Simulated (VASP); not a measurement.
Method: PBEsol GGA, VASP's PBE PAW potentials (set 64) (plane waves; VASP).

A VASP calculation is set up with these files.

**INCAR**
```
ALGO = Normal
EDIFF = 1E-7
ENCUT = 400
GGA = PS
ISIF = 2
ISMEAR = -5
LASPH = .TRUE.
LCHARG = .TRUE.
LMAXMIX = 4
LORBIT = 11
LREAL = .FALSE.
LWAVE = .FALSE.
NEDOS = 601
NELM = 100
PREC = Accurate
SYSTEM = Bi
```

File POSCAR:
```
Bi
3.9058360
 -0.5000000219   0.5000000219   0.5000000219
  0.5000000219  -0.5000000219   0.5000000219
  0.5000000219   0.5000000219  -0.5000000219
Bi
1
Cart
 -0.5000000219   0.5000000219   0.5000000219
```

**KPOINTS**
```
Automatic mesh
0
Gamma
15 15 15
0 0 0
```

POTCAR, in this order: Bi_d (PBE.64 set). Program: vasp_std.

Output

OSZICAR:
```
       N       E                     dE             d eps       ncg     rms          rms(c)
DAV:   1     0.936162258429E+02    0.93616E+02   -0.70835E+03  2676   0.133E+03
DAV:   2     0.478770634929E+00   -0.93137E+02   -0.91445E+02  2715   0.326E+02
DAV:   3    -0.411656723016E+01   -0.45953E+01   -0.45436E+01  3085   0.826E+01
DAV:   4    -0.422346948892E+01   -0.10690E+00   -0.10685E+00  3200   0.135E+01
DAV:   5    -0.422761290186E+01   -0.41434E-02   -0.41454E-02  3362   0.231E+00    0.486E-01
DAV:   6    -0.422059716213E+01    0.70157E-02   -0.10730E-02  3200   0.177E+00    0.272E-01
DAV:   7    -0.421870334542E+01    0.18938E-02   -0.64644E-03  3084   0.132E+00    0.815E-02
DAV:   8    -0.421865396204E+01    0.49383E-04   -0.40062E-04  3054   0.381E-01    0.831E-03
DAV:   9    -0.421865088859E+01    0.30735E-05   -0.97750E-06  3510   0.513E-02    0.386E-03
DAV:  10    -0.421865033890E+01    0.54969E-06   -0.72619E-07  3296   0.932E-03    0.439E-04
DAV:  11    -0.421865043091E+01   -0.92013E-07   -0.30301E-08  1716   0.300E-03
   1 F= -.42186504E+01 E0= -.42186504E+01  d E =0.000000E+00
```

**OUTCAR**
```
------------------------ aborting loop because EDIFF is reached ----------------------------------------
  FORCE on cell =-STRESS in cart. coord.  units (eV):
  Direction    XX          YY          ZZ          XY          YZ          ZX
  --------------------------------------------------------------------------------------
  Total        0.0720103      0.0720103      0.0720103     -0.0000000      0.0000000      0.0000000
  in kB        3.8725159      3.8725159      3.8725159     -0.0000000      0.0000000      0.0000000
  external PRESSURE =       3.8725159 kB  Pullay stress =       0.0000000 kB
  volume of cell :       29.79
      direct lattice vectors                 reciprocal lattice vectors
    -1.952918085  1.952918085  1.952918085     0.000000000  0.256027124  0.256027124
     1.952918085 -1.952918085  1.952918085     0.256027124  0.000000000  0.256027124
     1.952918085  1.952918085 -1.952918085     0.256027124  0.256027124  0.000000000
 POSITION                                       TOTAL-FORCE (eV/Angst)
 -----------------------------------------------------------------------------------
      0.00000      0.00000      0.00000         0.000000      0.000000      0.000000
 -----------------------------------------------------------------------------------
    total drift:                               -0.000000      0.000000      0.000000
  FREE ENERGIE OF THE ION-ELECTRON SYSTEM (eV)
  ---------------------------------------------------
  free  energy   TOTEN  =        -4.2186504309 eV

  energy  without entropy=       -4.2186504309  energy(sigma->0) =       -4.21865043

 total charge

# of ion       s       p       d       tot
------------------------------------------
    1        1.547   1.278   9.924  12.749
```
(Selected blocks of OUTCAR.)

For a metal the tetrahedron method with Blöchl corrections gives inexact stress and forces.

The structure was generated: Bi was put into the bcc type (Im-3m), which need not be its known phase. It was relaxed first, which changed the volume by -6 %.
